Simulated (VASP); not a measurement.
```
WTe2
1.0
    0.00000     3.28645     3.28645
    3.28645     0.00000     3.28645
    3.28645     3.28645     0.00000
W Te
1 2
Direct
  0.00000   0.00000   0.00000
  0.25000   0.25000   0.25000
  0.75000   0.75000   0.75000
```

Computed with PBEsol GGA, VASP's PBE PAW potentials (set 64) (plane waves; VASP). Numerical set-up: 400 eV cut-off, Gaussian smearing of 0.050 eV, potentials W_sv Te.

Give the energies of bands 7 to 16 at the high-symmetry points, in eV from the Fermi level.

| band | Γ | X | U | L | W |
|---|---|---|---|---|---|
| 7 | -5.32 | -7.38 | -6.95 | -4.43 | -6.84 |
| 8 | -5.32 | -5.01 | -5.19 | -4.43 | -6.09 |
| 9 | -5.32 | -5.01 | -4.70 | -3.96 | -3.33 |
| 10 | -0.77 | -1.86 | -2.52 | -2.78 | -3.33 |
| 11 | -0.77 | -1.86 | -1.78 | -2.78 | -1.79 |
| 12 | 0.06 | -1.42 | -0.48 | -2.49 | -0.43 |
| 13 | 0.06 | -0.05 | 0.08 | -0.42 | 0.26 |
| 14 | 0.06 | 1.78 | 1.20 | -0.42 | 1.83 |
| 15 | 3.15 | 2.40 | 1.84 | 1.72 | 2.07 |
| 16 | 3.15 | 4.10 | 3.49 | 3.92 | 2.07 |

It has no gap at this level: it comes out as a metal or semimetal.

The structure was generated: Te2W was put into the fluorite type (Fm-3m), which need not be its known phase. It was relaxed first, which changed the volume by -8 %.
